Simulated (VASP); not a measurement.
Input:

```xyz
5
Lattice="4.1549 0.0000 0.0000 0.0000 4.1549 0.0000 0.0000 0.0000 4.1549" Properties=species:S:1:pos:R:3 pbc="T T T"
Ba     0.0000     0.0000     0.0000
Hf     2.0774     2.0774     2.0774
O      2.0774     0.0000     2.0774
O      0.0000     2.0774     2.0774
O      2.0774     2.0774     0.0000
```

These are PBEsol GGA, VASP's PBE PAW potentials (set 64) (plane waves; VASP) values and carry that method's errors. Settings: 620 eV cut-off, 6×6×6 Γ-centred mesh, Gaussian smearing of 0.050 eV, potentials Ba_sv Hf_pv O.

Energy and stress use the plane-wave basis of the starting cell.

Question: The ions, cell shape and volume at an external pressure of 5.0 GPa are relaxed. Which structure does the run end with?

Answer: 
```xyz
5
Lattice="4.1164 0.0000 0.0000 0.0000 4.1164 0.0000 0.0000 0.0000 4.1164" Properties=species:S:1:pos:R:3 pbc="T T T"
Ba     0.0000     0.0000     0.0000
Hf     2.0582     2.0582     2.0582
O      2.0582     0.0000     2.0582
O      0.0000     2.0582     2.0582
O      2.0582     2.0582     0.0000
```
Space group Pm-3m (221), at a tolerance of 0.03 Å.

Question: How do energy and volume change from the first to the last step?

Answer: The energy (σ→0) changes by +5.6 meV/atom and the volume by -2.8 %, in 3 ionic steps.

The compound is BaHfO3 in the cubic perovskite structure. This run relaxes it under an external pressure of 5 GPa. Symmetry was kept, so distortions that lower it aren't found.
